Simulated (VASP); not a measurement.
Output of a VASP run:

File OSZICAR:
```
       N       E                     dE             d eps       ncg     rms          rms(c)
DAV:   1     0.151571224444E+03    0.15157E+03   -0.97986E+03   812   0.147E+03
DAV:   2     0.354602598417E+01   -0.14803E+03   -0.14518E+03   842   0.344E+02
DAV:   3    -0.794388654167E+01   -0.11490E+02   -0.11402E+02  1088   0.101E+02
DAV:   4    -0.818119288950E+01   -0.23731E+00   -0.23721E+00   890   0.170E+01
DAV:   5    -0.818950208701E+01   -0.83092E-02   -0.83091E-02  1146   0.318E+00    0.310E+00
DAV:   6    -0.796644786588E+01    0.22305E+00   -0.55558E-01  1194   0.674E+00    0.193E+00
DAV:   7    -0.796029497229E+01    0.61529E-02   -0.11095E-01   962   0.205E+00    0.936E-01
DAV:   8    -0.796255163038E+01   -0.22567E-02   -0.96867E-03   956   0.139E+00    0.746E-02
DAV:   9    -0.796248879460E+01    0.62836E-04   -0.10891E-03  1230   0.447E-01    0.546E-02
DAV:  10    -0.796252644613E+01   -0.37652E-04   -0.12779E-04   920   0.111E-01    0.195E-02
DAV:  11    -0.796253207785E+01   -0.56317E-05   -0.62352E-05  1074   0.101E-01    0.118E-02
DAV:  12    -0.796253158356E+01    0.49429E-06   -0.39562E-06   974   0.147E-02
   1 F= -.47480474E+01 E0= -.47479998E+01  d E =-.474805E+01
```

### OUTCAR
```
------------------------ aborting loop because EDIFF is reached ----------------------------------------
  FORCE on cell =-STRESS in cart. coord.  units (eV):
  Direction    XX          YY          ZZ          XY          YZ          ZX
  --------------------------------------------------------------------------------------
  Total        3.1880844      3.1880844      3.1880844      0.0000000     -0.0000000      0.0000000
  in kB       99.1787266     99.1787266     99.1787266      0.0000000     -0.0000000      0.0000000
  external PRESSURE =      -0.8212734 kB  Pullay stress =     100.0000000 kB
  volume of cell :       51.50
      direct lattice vectors                 reciprocal lattice vectors
     0.000000000  2.953003476  2.953003476    -0.169319137  0.169319137  0.169319137
     2.953003476  0.000000000  2.953003476     0.169319137 -0.169319137  0.169319137
     2.953003476  2.953003476  0.000000000     0.169319137  0.169319137 -0.169319137
  FREE ENERGIE OF THE ION-ELECTRON SYSTEM (eV)
  ---------------------------------------------------
  free  energy   TOTEN  =        -7.9625315836 eV

  energy  without entropy=       -7.9624362883  energy(sigma->0) =       -7.96248394
  enthalpy is  TOTEN    =        -4.7480474417 eV   P V=        3.2144841418

 reached required accuracy - stopping structural energy minimisation
```
(Selected blocks of OUTCAR.)

POSCAR:
```
PbSe
1
   -0.0000000000     2.9530034755     2.9530034755
    2.9530034755    -0.0000000000     2.9530034755
    2.9530034755     2.9530034755    -0.0000000000
Pb Se
1 1
Direct
  0.0000000000   0.0000000000   0.0000000000
  0.5000000000   0.5000000000   0.5000000000
```

### Question
Reconstruct the remaining input files.

### Answer
This is not unique; one that fits is the input of the run itself, PBE GGA, plane waves, VASP's PBE PAW potentials (set 64).

File KPOINTS:
```
Automatic mesh
0
G
  8 8 8
0 0 0
```

### INCAR
```
! general
SYSTEM  = PbSe
PREC    = Accurate
ENCUT   = 500
LREAL   = F
LASPH   = T

! electronic loop
EDIFF   = 1E-6
NELM    = 100
ALGO    = Normal
LMAXMIX = 4

! smearing
ISMEAR  = 0
SIGMA   = 0.05

! functional
GGA     = PE

! ions
IBRION  = 2
NSW     = 40
ISIF    = 3
EDIFFG  = -0.02
PSTRESS = 100

! output
LWAVE   = F
LCHARG  = F
```

POTCAR, in this order: Pb_d Se (PBE.64 set). Program: vasp_std.

The compound is PbSe in the rock salt structure. It was relaxed first under an external pressure of 10 GPa.
